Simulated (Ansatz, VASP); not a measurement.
# Rb2LiBF6 in two plane-wave programs, part 2 of 2

One calculation is typed for both programs; each brings its own data sets. How far apart do they land? The cell is invented: As first built, before any earlier steps moved the atoms (in the runner's words): B for Al in the Rb2LiAlF6 structure of space group Fm-3m. It may not be a known or stable phase. The two relaxations start from unlike cells of this crystal (the structure described is Ansatz's start), so only their ends are compared.

VASP 6.6.1 and Ansatz 0.2.0.

So far: Set-up; VASP: relaxation of cell and atoms, LDA.

## 3. Ansatz: relaxation of cell and atoms, LDA

Level of this step: Ansatz beside VASP: Kohn-Sham DFT, plane waves, LDA (Ansatz).

Ansatz runs on its default PAW (the set named soft_2) files.

Its own start cell and the same functional (in two slightly different forms), mesh and smearing now go to Ansatz, which takes its cutoff from its data sets.

Contents of input.yaml:

```yaml
crystal:
  lattice:
    - [0.0, 4.0351377348, 4.0351377348]
    - [4.0351377348, 0.0, 4.0351377348]
    - [4.0351377348, 4.0351377348, 0.0]
  atoms:
    - { symbol: Rb, position: [0.75, 0.75, 0.75] }
    - { symbol: Rb, position: [0.25, 0.25, 0.25] }
    - { symbol: Li, position: [0.5, 0.5, 0.5] }
    - { symbol: B, position: [0.0, 0.0, 0.0] }
    - { symbol: F, position: [0.774175, 0.225825, 0.225825] }
    - { symbol: F, position: [0.225825, 0.225825, 0.774175] }
    - { symbol: F, position: [0.225825, 0.774175, 0.774175] }
    - { symbol: F, position: [0.225825, 0.774175, 0.225825] }
    - { symbol: F, position: [0.774175, 0.225825, 0.774175] }
    - { symbol: F, position: [0.774175, 0.774175, 0.225825] }
kpoints:
  mp_grid: { grid: [6, 6, 6] }
scf:
  occupations: { method: gaussian, width: 0.03 }
hamiltonian:
  xc: lda
output:
  forces: true
  stress: true
relax:
  f_tol: 0.02
  max_steps: 60
  cell: {}
```

Run with:

```console
$ ansatz run input.yaml --threads 2 --pin off --max-ram 4096MiB --backend cpu --events-out ev --progress --plain --runs-dir out
```

Numbers of over 12 decimals in the logs are rounded to 6 here.

The program printed:

```text
Engine: ansatz 0.2.0, x86_64-unknown-linux-gnu
Pseudopotentials: kind: paw
Pseudopotential: Rb, paw, valence charge 9, recommended cutoff 420 eV (normal), Rb.paw.azcp
Pseudopotential: Li, paw, valence charge 3, recommended cutoff 420 eV (normal), Li.paw.azcp
Pseudopotential: B, paw, valence charge 3, recommended cutoff 420 eV (normal), B.paw.azcp
Pseudopotential: F, paw, valence charge 7, recommended cutoff 420 eV (normal), F.paw.azcp
Functional definition: SPW92
  exchange = slater_x
  correlation = pw_c
Crystal: 10 atoms, lattice volume = 131.403 Å³
Basis set: ecut = 420 eV, 2637 PW (Γ)
Bands: 43, of which v1, the nominal top of the filled ones, is band 33 counted from 1 (32 counted from 0)
Symmetry: 48 space group operations
Space group: Fm-3m (ITA 225), of the structure as read, at distance tolerance 5.1e-5 Å
k-points: 16 of 216
Non-local potential: Rb, projectors of the file, l = 0: 3, l = 1: 2, l = 2: 2
Non-local potential: Li, projectors of the file, l = 0: 3, l = 1: 2, l = 2: 1
Non-local potential: B, projectors of the file, l = 0: 2, l = 1: 2, l = 2: 1
Non-local potential: F, projectors of the file, l = 0: 2, l = 1: 2, l = 2: 1
PAW form: soft (Blöchl's): semilocal exchange-correlation on the pseudo side does not see the compensation charge
PAW frozen core: Rb, regenerated for the run's functional, and the local potential with it (the file was generated under x = pbe(κ = 0.804, μ = 0.219515), c = pbe(β = 0.066725))
PAW frozen core: B, regenerated for the run's functional, and the local potential with it (the file was generated under x = pbe(κ = 0.804, μ = 0.219515), c = pbe(β = 0.066725))
PAW frozen core: F, regenerated for the run's functional, and the local potential with it (the file was generated under x = pbe(κ = 0.804, μ = 0.219515), c = pbe(β = 0.066725))
PAW one-centre angular grid: Rb, 110 points (default); XC on 64 Gauss nodes
PAW one-centre angular grid: Li, 110 points (default); XC on 64 Gauss nodes
PAW one-centre angular grid: B, 110 points (default); XC on 64 Gauss nodes
PAW one-centre angular grid: F, 110 points (default); XC on 64 Gauss nodes
Initial density: superposition of atomic densities (neutral atoms: chi_scale 0, normalization atom), corrected by the library's trained network
Initial wavefunctions: pseudopotential atomic-orbital guess
Functional: x = slater, c = lda
SCF iter   1: F=—  HF=-11463.895055 eV  |F-HF|=—  |Δ(HF+E_count)|=         —  Δρ=1.79e-2  dr2=2.95e-1  ethr=1.77e-3  ⟨swp⟩=6.3  Hψ=2859  notcnv=0  defer=7
preconditioner: auto → Resta (q_TF=auto, 2.432 Å⁻¹)  ε∞=3.4  [insulator: Δε(μ)=5.203 eV  Ē_g=16.867 eV  σ=0.030 eV  W_gap=1.00  n_scr=26 (ndim 8)  ℏωp=25.9 eV  f_vac=0.015  D(μ)=0.00/eV (n_scr^D=0)  ε∞_Penn≈3.4]
SCF iter   2: F=—  HF=-11463.812445 eV  |F-HF|=—  |Δ(HF+E_count)|=   8.26e-2  Δρ=5.35e-3  dr2=1.66e-2  ethr=4.47e-4  ⟨swp⟩=2.2  Hψ=1216  notcnv=0  defer=84
SCF iter   3: F=—  HF=-11463.808011 eV  |F-HF|=—  |Δ(HF+E_count)|=   4.43e-3  Δρ=2.15e-3  dr2=4.23e-3  ethr=2.52e-5  ⟨swp⟩=2.1  Hψ=955  notcnv=0  defer=84
SCF iter   4: F=—  HF=-11463.806869 eV  |F-HF|=—  |Δ(HF+E_count)|=   1.14e-3  Δρ=5.60e-4  dr2=2.93e-4  ethr=6.41e-6  ⟨swp⟩=3.0  Hψ=995  notcnv=0  defer=84
SCF iter   5: F=—  HF=-11463.806812 eV  |F-HF|=—  |Δ(HF+E_count)|=   5.64e-5  Δρ=6.16e-5  dr2=6.73e-6  ethr=4.44e-7  ⟨swp⟩=2.9  Hψ=1068  notcnv=0  defer=84
SCF iter   6: F=—  HF=-11463.806807 eV  |F-HF|=—  |Δ(HF+E_count)|=   5.48e-6  Δρ=8.18e-6  dr2=1.49e-7  ethr=1.02e-8  ⟨swp⟩=2.8  Hψ=1182  notcnv=0  defer=84
SCF iter   7: F=-11463.806807 eV  HF=-11463.806807 eV  |F-HF|=2.44e-9  |Δ(HF+E_count)|=   4.91e-8  Δρ=1.86e-6  dr2=6.84e-9  ethr=1.52e-10  ⟨swp⟩=3.9  Hψ=1996  notcnv=0
SCF 1 converged in 7 iterations: F = -11463.806807 eV  dr2 = 6.84e-9
  greatest PAW one-centre occupation: 1.000 electrons in one spin orbital (limit 2), on the Li atom at site 2 (counted from 0), in its partial waves of l = 0
relax step   1: F+E_penalty+E_count = -11463.80680682 eV  Δ(F+E_penalty+E_count) = +0.000e0 eV  max|allowed force component| = 2.170e0 eV/Å  Δτ_max = 0.0000 Å  P = -13.960 GPa  Ω = 131.403 Å³  (7 SCF iters, dr2 threshold 1.00e-7 eV, accepted)
[...]
relax step   7: F+E_penalty+E_count = -11465.54768559 eV  Δ(F+E_penalty+E_count) = -1.052e-2 eV  max|allowed force component| = 8.848e-4 eV/Å  Δτ_max = 0.0052 Å  P = +0.028 GPa  Ω = 114.108 Å³  energy of the carried Pulay correction = +7.333e-3 eV  (5 SCF iters, dr2 threshold 1.00e-6 eV, accepted)
[...]
relax step   8: F+E_penalty+E_count = -11465.54051771 eV  Δ(F+E_penalty+E_count) = +7.168e-3 eV  max|allowed force component| = 1.592e-3 eV/Å  Δτ_max = 0.0000 Å  P = -0.051 GPa  Ω = 114.108 Å³  stress off target by 5.07e-2 GPa  SCF on the basis re-selected at this cell (its energy is not comparable with the rows above)  (5 SCF iters)
[...]
relax step   9: F+E_penalty+E_count = -11465.54092478 eV  Δ(F+E_penalty+E_count) = -4.071e-4 eV  max|allowed force component| = 3.588e-5 eV/Å  Δτ_max = 0.0002 Å  P = -0.002 GPa  Ω = 114.037 Å³  energy of the carried Pulay correction = +3.962e-4 eV  (4 SCF iters, dr2 threshold 6.42e-9 eV, accepted)
[...]
relax step  10: F+E_penalty+E_count = -11465.54092478 eV  Δ(F+E_penalty+E_count) = -1.219e-9 eV  max|allowed force component| = 4.932e-5 eV/Å  Δτ_max = 0.0000 Å  P = -0.004 GPa  Ω = 114.037 Å³  stress off target by 3.89e-3 GPa  SCF on the basis re-selected at this cell (its energy is not comparable with the rows above)  (4 SCF iters)
basis re-selected at this cell: Δ(F+E_penalty+E_count) = -1.219e-9 eV, ΔP = -0.001 GPa vs the last step (what re-selecting the basis moved, of the pressure what is left beyond the Pulay correction that the steps carried, after the strain that the cell walked since its last selection, with what the two solves' SCF thresholds leave and, on support functions, any second-order correction that the steps lacked; it is no m [...]
SCF converged after 4 iterations
Free energy (F): -11465.540925 eV
Harris-Foulkes:  -11465.540925 eV  (|F-HF|=2.55e-11)
Internal energy: -11465.540925 eV  (E = F + TS)
E sigma→0 (E₀):  -11465.540925 eV
Fermi energy:    7.207499 eV
--- Per-component energies (eV) ---
  E_band       = -329.190433
  E_kinetic    = 1695.585656
  E_local      = -4453.430204  (includes V_loc(G=0)·N_el)
  E_nonlocal   = 787.716421
  E_hartree    = 1537.320420
  E_xc         = -773.273581
  E_vxc        = -936.603581  (∫ρ·V_xc dr)
  E_paw        = -6263.763077  (= ΣΔE_a)
  E_vpaw       = -497.112070  (= ΣTr[D̂ρ^β])
  E_aug_tail   = 0.012355  (compensation charges beyond the density's cutoff)
  E_ewald      = -3996.976778
  E_core_change = 1.267863  (= ΣΔE_core)
  E_smearing   = -0.000000  (= −TS)
  E_closure    = -0.000000  (closes the sum)
  Σ components = -11465.540925   (vs F -11465.540925, Δ=0.00e0)
--- Forces (eV/Å), atoms counted from 1 ---
  atom   1  Rb    -0.00000000    -0.00000000    -0.00000000
  atom   2  Rb     0.00000000     0.00000000     0.00000000
  atom   3  Li     0.00000000     0.00000000     0.00000000
  atom   4  B      0.00000000    -0.00000000    -0.00000000
  atom   5  F      0.00004932     0.00000000     0.00000000
  atom   6  F     -0.00000000    -0.00000000     0.00004932
  atom   7  F     -0.00004932    -0.00000000    -0.00000000
  atom   8  F     -0.00000000     0.00004932    -0.00000000
  atom   9  F      0.00000000    -0.00004932     0.00000000
  atom  10  F      0.00000000     0.00000000    -0.00004932
  max |Σ_I F_I| component: 8.65e-18 eV/Å
--- Stress (GPa, compression-positive) ---
       -0.003886      -0.000000      -0.000000
       -0.000000      -0.003886       0.000000
       -0.000000       0.000000      -0.003886
  P = ⅓ Tr σ = -0.0039 GPa (-0.039 kbar)
--- Relaxed structure (7 steps of the walk, 7 accepted, 3 SCFs on fresh bases) ---
  F+E_penalty+E_count = -11465.54092478 eV   max|allowed force component| = 4.932e-5 eV/Å   (the final SCF, on the basis selected at the relaxed cell)
  cell:  # Å, volume = 114.0371 Å³
    - [0, 3.848919, 3.848919]
    - [3.848919, 0, 3.848919]
    - [3.848919, 3.848919, 0]
  atoms:
    - { symbol: Rb, position: [0.750000, 0.750000, 0.750000] }
    - { symbol: Rb, position: [0.25, 0.25, 0.25] }
    - { symbol: Li, position: [0.5, 0.5, 0.5] }
    - { symbol: B, position: [4.460258173603971e-19, 0, -2.525688363366107e-19] }
    - { symbol: F, position: [0.787706, 0.212294, 0.212294] }
    - { symbol: F, position: [0.212294, 0.212294, 0.787706] }
    - { symbol: F, position: [0.212294, 0.787706, 0.787706] }
    - { symbol: F, position: [0.212294, 0.787706, 0.212294] }
    - { symbol: F, position: [0.787706, 0.212294, 0.787706] }
    - { symbol: F, position: [0.787706, 0.787706, 0.212294] }
```

## 4. Differences

Known differences besides the potentials themselves: the two LDA forms differ slightly; the cutoff is 420 eV in Ansatz and 750 eV in VASP; VASP's log shows a relativistic correction to its local exchange, Ansatz's none; Ansatz adds a Pulay correction to the stress that steers its cell, VASP none. Total energies have different zeros and are not compared.

Compared:

```
                                         quantity  Ansatz    VASP  difference
                                      volume (Å³)  114.04  114.02     +0.02 %
edge a after relaxation, in the typed setting (Å)   5.443   5.443     +0.01 %
```

## 5. What came out

| Property | Result |
| --- | --- |
| difference in volume (relaxation of cell and atoms, LDA) | 0.019 % |

In words: The difference in volume is 0.019 % (relaxation of cell and atoms, LDA), within the 1.2 % picked in this series as the mark of a large difference, as far as the stopping tolerances let one tell. How closely two codes agree says nothing of how well the functional describes the real material.

[Lines on the potential files, build, host, timing and source positions are cut from VASP's logs without a mark.]

[Logs are printed without paths, hosts, clocks, repeated set-up lines and the standing remarks that a program may print on its own settings, such as how far it seeks lower states.]

[Hosts, paths, dates, database ids (printed as entryN), source tags and the programs' standing remarks are cut or masked in the printed files.]
